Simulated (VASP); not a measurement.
Given:

```
FeSi
1.0
    4.29920     0.00000     0.00000
    0.00000     4.29920     0.00000
    0.00000     0.00000     4.29920
Fe Si
4 4
Direct
  0.86309   0.63691   0.36309
  0.63691   0.36309   0.86309
  0.36309   0.86309   0.63691
  0.13691   0.13691   0.13691
  0.15870   0.34130   0.65870
  0.34130   0.65870   0.15870
  0.65870   0.15870   0.34130
  0.84130   0.84130   0.84130
```

Computed with PBE GGA, VASP's PBE PAW potentials (set 64) (plane waves; VASP). Numerical set-up: 300 eV cut-off, 4×4×4 Γ-centred mesh, Fermi-Dirac smearing of 0.10 eV, potentials Fe Si.

At this cut-off the stress carries a Pulay error, which pulls relaxed volumes low.

### Question
Which forces act on the atoms, in eV/Å?

### Answer

| atom | Fx | Fy | Fz |
|---|---|---|---|
| Fe1 | -0.260 | 0.260 | -0.260 |
| Fe2 | 0.260 | -0.260 | -0.260 |
| Fe3 | -0.260 | -0.260 | 0.260 |
| Fe4 | 0.260 | 0.260 | 0.260 |
| Si5 | -0.120 | 0.120 | -0.120 |
| Si6 | 0.120 | -0.120 | -0.120 |
| Si7 | -0.120 | -0.120 | 0.120 |
| Si8 | 0.120 | 0.120 | 0.120 |

### Question
Give the stress tensor in GPa (positive for a compressed cell).

### Answer

```
29.48   0.00   0.00
 0.00  29.48   0.00
 0.00   0.00  29.48
```
The pressure is its mean diagonal, 29.48 GPa.

The structure comes from a computed database's FeSi entry (P2_13); how it stands against other phases isn't given here. The cell was not relaxed at this level. The run is not spin-polarised, so no magnetic state was tried.
